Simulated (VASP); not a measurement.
Data:

```
Bi
1.0
    4.16582    -2.27500     0.00000
    4.16582     2.27500     0.00000
    2.92342     0.00000     3.73943
Bi
2
Cartesian
  2.63368   0.00000   0.87503
  8.62137   0.00000   2.86440
```

The numbers are results of r2SCAN meta-GGA, VASP's PBE PAW potentials (set 64) (plane waves; VASP 6.6.1), not measurements. Run with 520 eV cut-off, 9×9×9 Γ-centred mesh, first-order Methfessel-Paxton smearing of 0.10 eV, potentials Bi_d.

Energy and stress use the plane-wave basis of the starting cell.

Question: The ions, cell shape and volume are relaxed. Give the cell that the relaxation ends in.

Answer: 
```
Bi
1.0
    4.30821    -2.26771     0.05174
    4.30821     2.26771     0.05174
    3.06979     0.00000     3.77919
Bi
2
Direct
  0.23195   0.23195   0.23195
  0.76805   0.76805   0.76805
```
Space group R-3m (166), at a tolerance of 0.03 Å.

Question: How do energy and volume change from the first to the last step?

Answer: The energy (σ→0) changes by -3.7 meV/atom and the volume by +3.2 %, in 10 ionic steps.

The compound is Bi in the a7 structure. This run relaxes it. Symmetry was kept, so distortions that lower it aren't found.
